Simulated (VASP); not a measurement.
Zn3CdSe4 (space group P-43m): computed properties

All values below come from r2SCAN meta-GGA, VASP's PBE PAW potentials (set 64) (plane waves; VASP 6.6.1).

```json
{
 "space_group": "P-43m (215)",
 "cell": "a = b = c = 5.775 Å, α = β = γ = 90.00°",
 "volume_per_atom": "24.08 Å³/atom",
 "band gap (over mesh and band path)": "1.59 eV",
 "smallest direct gap (over mesh and band path)": "1.59 eV",
 "band_edge_character": "direct, Γ to Γ",
 "density": "5.38 g/cm³"
}
```

Space group P-43m (No. 215); a = 5.7752 Å, b = 5.7752 Å, c = 5.7752 Å, α = 90.00°, β = 90.00°, γ = 90.00°

| atom | site | symmetry | x | y | z |
|---|---|---|---|---|---|
| Zn | 3c | -42.m | 0.0000 | 0.5000 | 0.5000 |
| Cd | 1a | -43m | 0.0000 | 0.0000 | 0.0000 |
| Se | 4e | .3m | 0.2616 | 0.2616 | 0.2616 |

The structure comes from a computed database's Zn3CdSe4 entry (P-43m); how it stands against other phases isn't given here. It was relaxed first. Symmetry was kept, so distortions that lower it aren't found.
